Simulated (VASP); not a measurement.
A run of VASP 6.6.1:

INCAR

```
SYSTEM = HoO
  PREC = Accurate
  ENCUT = 520
  EDIFF = 1E-7
  ISMEAR = 0
  SIGMA = 0.05
  LREAL = .False.
  LASPH = .True.
  NELM = 100
  ALGO = Normal
  ISIF = 2
  LWAVE = .False.
  LCHARG = .False.
  ISPIN = 2
  MAGMOM = 4 0
  LORBIT = 11
  NUPDOWN = 2
  LMAXMIX = 6
  LDAU = .True.
  LDAUTYPE = 2
  LDAUL = 3 -1
  LDAUU = 2 0
  LDAUJ = 0 0
  LDAUPRINT = 1
  METAGGA = R2SCAN
  LMIXTAU = .True.
```

File KPOINTS:

```
Automatic mesh
0
Gamma
  7 7 6
  0 0 0
```

POSCAR

```
HoO
1.0
    3.0640300800      0.0000000000      0.0000000000
   -1.5320150400      2.6535278900      0.0000000000
    0.0000000000      0.0000000000      2.9903415500
Ho O
1 1
Direct
    0.0000000000      0.0000000000      0.0000000000
    0.6666666667      0.3333333333      0.5000000000
```

Potentials or basis: VASP PAW PBE potentials, release 64 (Ho, O).

Command:

```console
$ cat potpaw_PBE.64/Ho/POTCAR potpaw_PBE.64/O/POTCAR > POTCAR
$ mpirun -np 1 vasp_std > vasp.out
```

Hardware: 1 thread of Intel(R) Xeon(R) 6975P-C (Granite Rapids), on a shared host.

Q: Estimate the wall time of this run.

A: Run time: 110 s on 1 thread of Intel(R) Xeon(R) 6975P-C (Granite Rapids) (shared host), peak memory 0.18 GiB. Counts: scf iterations 38, k points 32.
